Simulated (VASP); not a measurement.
Output of a VASP run:

OUTCAR:
```
 ion  position               nearest neighbor table
   1  0.001  0.001  0.001-   2 2.40   2 2.40   2 2.40   3 2.40   3 2.40   3 2.40
   2  0.250  0.250  0.250-   1 2.40   1 2.40   1 2.40
   3  0.418  0.418  0.418-   1 2.40   1 2.40   1 2.40
  LATTYP: Found a trigonal (rhomboedric) cell.
 ALAT       =     6.4573102780
 COS(alpha) =     0.8813832959
 Subroutine PRICEL returns:
 Original cell was already a primitive cell.
 Subroutine GETGRP returns: Found  6 space group operations
The static configuration has the point symmetry C_3v.
The dynamic configuration has the point symmetry C_3v.
 Subroutine INISYM returns: Found  6 space group operations
 Subroutine IBZKPT returns following result:
 Found     44 irreducible k-points:

 Following reciprocal coordinates:
            Coordinates               Weight
  0.000000  0.000000  0.000000      1.000000
  0.142857  0.000000  0.000000      6.000000
  0.285714  0.000000  0.000000      6.000000
  0.428571  0.000000  0.000000      6.000000
  0.142857  0.142857  0.000000      6.000000
  0.285714  0.142857  0.000000     12.000000
  0.428571  0.142857  0.000000     12.000000
 -0.428571  0.142857  0.000000     12.000000
 -0.285714  0.142857 -0.000000     12.000000
 -0.142857  0.142857  0.000000      6.000000
  0.285714  0.285714  0.000000      6.000000
  0.428571  0.285714  0.000000     12.000000
 -0.428571  0.285714 -0.000000     12.000000
 -0.285714  0.285714  0.000000      6.000000
  0.428571  0.428571  0.000000      6.000000
 -0.428571  0.428571  0.000000      6.000000
  0.142857  0.142857  0.142857      2.000000
  0.285714  0.142857  0.142857      6.000000
  0.428571  0.142857  0.142857      6.000000
 -0.428571  0.142857  0.142857      6.000000
 -0.285714  0.142857  0.142857      6.000000
 -0.142857  0.142857  0.142857      6.000000
  0.285714  0.285714  0.142857      6.000000
  0.428571  0.285714  0.142857     12.000000
 -0.428571  0.285714  0.142857     12.000000
 -0.285714  0.285714  0.142857     12.000000
 -0.142857  0.285714  0.142857     12.000000
  0.428571  0.428571  0.142857      6.000000
 -0.428571  0.428571  0.142857     12.000000
 -0.285714  0.428571  0.142857     12.000000
 -0.142857  0.428571  0.142857     12.000000
 -0.428571 -0.428571  0.142857      6.000000
 -0.285714 -0.428571  0.142857     12.000000
 -0.285714 -0.285714  0.142857      6.000000
  0.285714  0.285714  0.285714      2.000000
  0.428571  0.285714  0.285714      6.000000
 -0.428571  0.285714  0.285714      6.000000
 -0.285714  0.285714  0.285714      6.000000
  0.428571  0.428571  0.285714      6.000000
 -0.428571  0.428571  0.285714     12.000000
   k-points           NKPTS =     44   k-points in BZ     NKDIM =     44   number of bands    NBANDS=     17
   number of dos      NEDOS =    301   number of ions     NIONS =      3
   total plane-waves  NPLWV =  74088
   dimension x,y,z NGX =    42 NGY =   42 NGZ =   42
   dimension x,y,z NGXF=    84 NGYF=   84 NGZF=   84
   ions per type =               1   2
   PREC   = accura    normal or accurate (medium, high low for compatibility)
   ISTART =      0    job   : 0-new  1-cont  2-samecut
   ICHARG =      2    charge: 1-file 2-atom 10-const
   ISPIN  =      1    spin polarized calculation?
   LNONCOLLINEAR =      F non collinear calculations
   LSORBIT =      F    spin-orbit coupling
   INIWAV =      1    electr: 0-lowe 1-rand  2-diag
   ENCUT  =  400.0 eV  29.40 Ry    5.42 a.u.  10.53 10.53 10.53*2*pi/ulx,y,z
   NELM   =    100;   NELMIN=  2; NELMDL= -5     # of ELM steps
   EDIFF  = 0.1E-05   stopping-criterion for ELM
   LREAL  =      F    real-space projection
   NLSPLINE    = F    spline interpolate recip. space projectors
   LMAXMIX     =    6 max onsite mixed and CHGCAR
   VOSKOWN=      0    Vosko Wilk Nusair interpolation
   EDIFFG = -.2E-01   stopping-criterion for IOM
   NSW    =     60    number of steps for IOM
...
```

OSZICAR:
```
...
DAV:   2    -0.252748745299E+02    0.50485E-02   -0.61711E-02  1674   0.184E+00    0.389E-01
DAV:   3    -0.252737754965E+02    0.10990E-02   -0.34592E-03  1601   0.423E-01    0.159E-01
DAV:   4    -0.252733448434E+02    0.43065E-03   -0.24181E-03  1720   0.293E-01    0.627E-02
DAV:   5    -0.252733280138E+02    0.16830E-04   -0.11431E-04  1728   0.745E-02    0.386E-02
DAV:   6    -0.252733260611E+02    0.19527E-05   -0.14702E-05  1773   0.234E-02    0.222E-02
DAV:   7    -0.252733254225E+02    0.63865E-06   -0.51558E-06  1524   0.146E-02
  12 F= -.25273325E+02 E0= -.25273325E+02  d E =-.620897E-03
       N       E                     dE             d eps       ncg     rms          rms(c)
DAV:   1    -0.252735451199E+02   -0.21906E-03   -0.11079E-02  1496   0.947E-01    0.109E-01
DAV:   2    -0.252733859800E+02    0.15914E-03   -0.19288E-03  1690   0.325E-01    0.676E-02
DAV:   3    -0.252733511109E+02    0.34869E-04   -0.10740E-04  1601   0.747E-02    0.271E-02
DAV:   4    -0.252733373931E+02    0.13718E-04   -0.73299E-05  1726   0.512E-02    0.108E-02
DAV:   5    -0.252733372834E+02    0.10974E-06   -0.33198E-06  1538   0.127E-02
  13 F= -.25273337E+02 E0= -.25273337E+02  d E =-.632758E-03
       N       E                     dE             d eps       ncg     rms          rms(c)
DAV:   1    -0.252733414995E+02   -0.41064E-05   -0.23086E-04  1496   0.138E-01    0.172E-02
DAV:   2    -0.252733382423E+02    0.32572E-05   -0.43538E-05  1707   0.487E-02    0.931E-03
DAV:   3    -0.252733375987E+02    0.64363E-06   -0.24909E-06  1034   0.114E-02
  14 F= -.25273338E+02 E0= -.25273338E+02  d E =-.633073E-03
       N       E                     dE             d eps       ncg     rms          rms(c)
DAV:   1    -0.252733718558E+02   -0.33613E-04   -0.19560E-03  1496   0.400E-01    0.457E-02
DAV:   2    -0.252733423455E+02    0.29510E-04   -0.35499E-04  1674   0.139E-01    0.290E-02
DAV:   3    -0.252733362428E+02    0.61027E-05   -0.19846E-05  1612   0.321E-02    0.115E-02
DAV:   4    -0.252733338902E+02    0.23527E-05   -0.13074E-05  1738   0.216E-02    0.458E-03
DAV:   5    -0.252733336858E+02    0.20437E-06   -0.52055E-07   756   0.529E-03
  15 F= -.25273334E+02 E0= -.25273334E+02  d E =-.629160E-03
       N       E                     dE             d eps       ncg     rms          rms(c)
DAV:   1    -0.252733522585E+02   -0.18368E-04   -0.82574E-04  1496   0.260E-01    0.300E-02
DAV:   2    -0.252733400530E+02    0.12206E-04   -0.14786E-04  1690   0.899E-02    0.184E-02
DAV:   3    -0.252733373728E+02    0.26802E-05   -0.82934E-06  1599   0.207E-02    0.713E-03
DAV:   4    -0.252733363107E+02    0.10621E-05   -0.52253E-06  1572   0.137E-02    0.285E-03
DAV:   5    -0.252733363609E+02   -0.50245E-07   -0.21665E-07   748   0.341E-03
  16 F= -.25273336E+02 E0= -.25273336E+02  d E =-.631836E-03
       N       E                     dE             d eps       ncg     rms          rms(c)
DAV:   1    -0.252734602327E+02   -0.12392E-03   -0.50349E-03  1496   0.701E-01    0.732E-02
DAV:   2    -0.252733903528E+02    0.69880E-04   -0.81357E-04  1736   0.210E-01    0.451E-02
DAV:   3    -0.252733737665E+02    0.16586E-04   -0.46395E-05  1663   0.539E-02    0.167E-02
DAV:   4    -0.252733667836E+02    0.69829E-05   -0.29068E-05  1805   0.326E-02    0.952E-03
DAV:   5    -0.252733666544E+02    0.12922E-06   -0.13747E-06  1134   0.924E-03
  17 F= -.25273367E+02 E0= -.25273367E+02  d E =-.302935E-04
```

**OUTCAR**
```
------------------------ aborting loop because EDIFF is reached ----------------------------------------
  FORCE on cell =-STRESS in cart. coord.  units (eV):
  Direction    XX          YY          ZZ          XY          YZ          ZX
  --------------------------------------------------------------------------------------
  Total       -0.0092908     -0.0092908      0.0085600      0.0000000      0.0000000      0.0000000
  in kB       -0.2730178     -0.2730178      0.2515427      0.0000000      0.0000000      0.0000000
  external PRESSURE =      -0.0981643 kB  Pullay stress =       0.0000000 kB
  volume of cell :       54.52
      direct lattice vectors                 reciprocal lattice vectors
     1.574199012  0.908864149  6.351298744     0.317621848  0.183379075  0.052482704
    -1.574199012  0.908864149  6.351298744    -0.317621848  0.183379075  0.052482704
    -0.000000000 -1.817728298  6.351298744     0.000000000 -0.366758149  0.052482704
 POSITION                                       TOTAL-FORCE (eV/Angst)
 -----------------------------------------------------------------------------------
     -0.00000      0.00000      0.01314         0.000000     -0.000000     -0.017242
     -0.00000      0.00000      4.79700        -0.000000      0.000000      0.005073
     -0.00000      0.00000      7.93120        -0.000000      0.000000      0.012169
 -----------------------------------------------------------------------------------
    total drift:                                0.000000     -0.000002      0.000043
  FREE ENERGIE OF THE ION-ELECTRON SYSTEM (eV)
  ---------------------------------------------------
  free  energy   TOTEN  =       -25.2733666544 eV

  energy  without entropy=      -25.2733666544  energy(sigma->0) =      -25.27336665

 reached required accuracy - stopping structural energy minimisation
```
(Selected blocks of OUTCAR.)

**POSCAR**
```
WS2
1
    1.5725685409     0.9079227963     6.1967378843
   -1.5725685409     0.9079227963     6.1967378843
    0.0000000000    -1.8158455925     6.1967378843
W S
1 2
Direct
  0.0006488255   0.0006488255   0.0006488255
  0.2496051621   0.2496051621   0.2496051621
  0.4184460125   0.4184460125   0.4184460125
```

Reconstruct the remaining input files.

Several could match; the one computed here: the input of the run itself, PBEsol GGA, plane waves, VASP's PBE PAW potentials (set 64).

### INCAR
```
ALGO = Normal
EDIFF = 1E-6
EDIFFG = -0.02
ENCUT = 400
GGA = PS
IBRION = 2
ISIF = 3
ISMEAR = 0
LASPH = T
LCHARG = F
LMAXMIX = 6
LREAL = F
LWAVE = F
NELM = 100
NSW = 60
PREC = Accurate
SIGMA = 0.05
SYSTEM = WS2
```

**KPOINTS**
```
Automatic mesh
0
Gamma
7 7 7
0 0 0
```

POTCAR, in this order: W_sv S (PBE.64 set). Program: vasp_std.

Energy and stress use the plane-wave basis of the starting cell. Without a dispersion term in the relaxation, distances and binding between the weakly bound layers, chains or molecules are unreliable, and so is what depends on them.

The structure comes from a measured WS2 entry (R3m) of the Crystallography Open Database, whose conditions weren't checked. This run relaxes it. Symmetry was kept, so distortions that lower it aren't found. The start is the result of an earlier pass.
